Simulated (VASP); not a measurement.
An input for Quantum ESPRESSO's pw.x (written as the equivalent of a VASP run, and not itself run):

```
&CONTROL
  calculation = 'vc-relax'
  pseudo_dir = './pseudo'
  outdir = './out'
  tprnfor = .true.
  tstress = .true.
  nstep = 40
  forc_conv_thr = 0.00078
/
&SYSTEM
  ibrav = 0
  nat = 2
  ntyp = 2
  ecutwfc = 84
  occupations = 'smearing'
  smearing = 'gaussian'
  degauss = 0.003675
  input_dft = 'pbe'
/
&ELECTRONS
  conv_thr = 7.3e-08
  electron_maxstep = 100
/
&IONS
/
&CELL
  press = 300
/
ATOMIC_SPECIES
  Ga 69.723 Ga.upf
  As 74.922 As.upf
CELL_PARAMETERS angstrom
    -0.0000000    2.6308515    2.6308515
     2.6308515    0.0000000    2.6308515
     2.6308515    2.6308515   -0.0000000
ATOMIC_POSITIONS crystal
  Ga   0.0000000  1.0000000  1.0000000
  As   0.2500000  0.2500000  0.2500000
K_POINTS automatic
  9 9 9 0 0 0
```

Q: Translate this input to VASP (INCAR, KPOINTS, POSCAR, choice of POTCAR).

A: One answer among several that fit: 
INCAR:
```
! general
SYSTEM  = GaAs
PREC    = Accurate
ENCUT   = 500   ! plane-wave cut-off (eV)
LREAL   = .FALSE.   ! projection in real space or not
LASPH   = .TRUE.

! electronic loop
EDIFF   = 1E-6   ! SCF stop (eV)
NELM    = 100
ALGO    = Normal
LMAXMIX = 4   ! l cut-off of mixed one-centre charges

! smearing
ISMEAR  = 0   ! Gaussian
SIGMA   = 0.05

! functional
GGA     = PE

! ions
IBRION  = 2   ! conjugate gradients
NSW     = 40
ISIF    = 3   ! ions, shape and volume
EDIFFG  = -0.02   ! ionic stop
PSTRESS = 300   ! kbar

! output
LWAVE   = .FALSE.
LCHARG  = .FALSE.
```

KPOINTS:
```
Automatic mesh
0
Gamma
9 9 9
0 0 0
```

File POSCAR:
```
GaAs
1
   -0.0000000000     2.6308515050     2.6308515050
    2.6308515050     0.0000000000     2.6308515050
    2.6308515050     2.6308515050    -0.0000000000
Ga As
1 1
Direct
  0.0000000000   1.0000000000   1.0000000000
  0.2500000000   0.2500000000   0.2500000000
```

POTCAR, in this order: Ga_d As (PBE.64 set). Program: vasp_std.

Limits of the translation: the potentials are each code's own (VASP's PAW set, PseudoDojo norm-conserving files in pw.x), so ENCUT and ecutwfc are chosen apart and not converted; conv_thr bounds pw.x's estimated SCF error, while EDIFF bounds the energy change between steps; forc_conv_thr acts on force components and is met together with etot_conv_thr.

The compound is GaAs in the zinc blende structure. It was relaxed first under an external pressure of 30 GPa.
